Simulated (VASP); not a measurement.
Wanted: the native input for a VASP 6.6.1 run.

```yaml
Task: single point
Functional: PBE
Potentials_or_basis: VASP PAW PBE potentials, release 64 (Cd, C)
Cutoff: 520 eV
k_mesh: 8 × 8 × 1
Occupations: gaussian, width 0.02 eV
Spin: no spin polarisation
Dipole_correction: yes
Further_INCAR_settings: ALGO = Fast; EDIFF = 1e-06; NBANDS = 21
```

The structure of Cd2C lies in POSCAR:

```
Cd2C
1.0
    4.2305294683      0.0000000000      0.0000000000
    0.0000000000      4.2305294683      0.0000000000
    0.0000000000      0.0000000000     23.8000000000
Cd C
2 1
Direct
    0.5000000000      0.0000000000      0.2941176471
    0.0000000000      0.5000000000      0.2941176471
    0.0000000000      0.0000000000      0.2941176471
```

The cell was built by a generator and needn't be a form met in nature.

One way to write it, as run:

INCAR

```
  PREC = Accurate
  ENCUT = 520
  EDIFF = 1E-6
  ISMEAR = 0
  SIGMA = 0.02
  LREAL = False
  LASPH = True
  NELM = 100
  ALGO = Fast
  ISIF = 2
  LWAVE = False
  LCHARG = False
  LDIPOL = True
  IDIPOL = 3
  DIPOL = 0.5 0.5 0.294
  GGA = PE
  NBANDS = 21
```

KPOINTS

```
regular mesh
0
Gamma
  8 8 1
```

Potentials or basis: VASP PAW PBE potentials, release 64 (Cd, C).

Run with:

```sh
$ cat potpaw_PBE.64/Cd/POTCAR potpaw_PBE.64/C/POTCAR > POTCAR
$ mpirun -np 1 vasp_std > vasp.out
```

It gave:

The band gap on the k mesh is 0.23 eV, direct.

Wall time 99 s on 1 thread of Intel(R) Xeon(R) Platinum 8559C (Emerald Rapids), with other jobs on the host, peak memory 0.48 GiB.
